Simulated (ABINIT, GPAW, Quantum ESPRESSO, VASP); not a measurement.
**One structure in several programs: Al3Sc (Pm-3m, 4 atoms in the cell)**

Self-consistent single point.

```
Al3Sc
1.0
    4.07827     0.00000     0.00000
    0.00000     4.07827     0.00000
    0.00000     0.00000     4.07827
Sc Al
1 3
Cartesian
  0.00000   0.00000   0.00000
  0.00000   2.03913   2.03913
  2.03913   0.00000   2.03913
  2.03913   2.03913   0.00000
```

All programs got the same cell, k-point mesh and kind of occupations (in ABINIT's words: tsmear = 0.272 eV; ngkpt = 8 8 8; nshiftk = 1; shiftk = 0 0 0); potentials, basis and cutoffs are each program's usual ones.

```json
[
 {"code": "ABINIT", "model": "PBE, norm-conserving pseudopotentials (PseudoDojo nc-sr-05 PBE standard)", "pressure (GPa)": "1.70", "cutoff": "39 Ha"},
 {"code": "VASP", "model": "PBE, VASP's PBE PAW potentials (set 64)", "pressure (GPa)": "1.72", "cutoff": "300 eV"},
 {"code": "Quantum ESPRESSO", "model": "PBE, PseudoDojo standard norm-conserving (PBE) pseudopotentials", "pressure (GPa)": "1.71", "cutoff": "80 Ry"},
 {"code": "GPAW", "model": "PBE, GPAW PAW datasets PBE (gpaw-data 1.0.1)", "pressure (GPa)": "1.92", "cutoff": "800 eV"}
]
```

The spread over the programs that give each value: pressure within 0.22 GPa.

The starting cell has typed, rounded lattice constants, without a prior relaxation at this level. Its lattice was rescaled by a random factor within 2.5 % of one.

Question: Why do the programs differ, and what cannot be compared?

Answer: Differences of this kind can come from the potentials, where these differ, and from what each basis and cutoff leave unconverged. The zero of total energies and Fermi levels follows the potentials and each program's conventions, so they are not compared here.

VASP's run is marked for a possible Pulay error in its stress at this cutoff; no cutoff test was made.

Left out of this page: Ansatz, CP2K, Elk, FLEUR and SIESTA (not drawn, or without a comparable value).
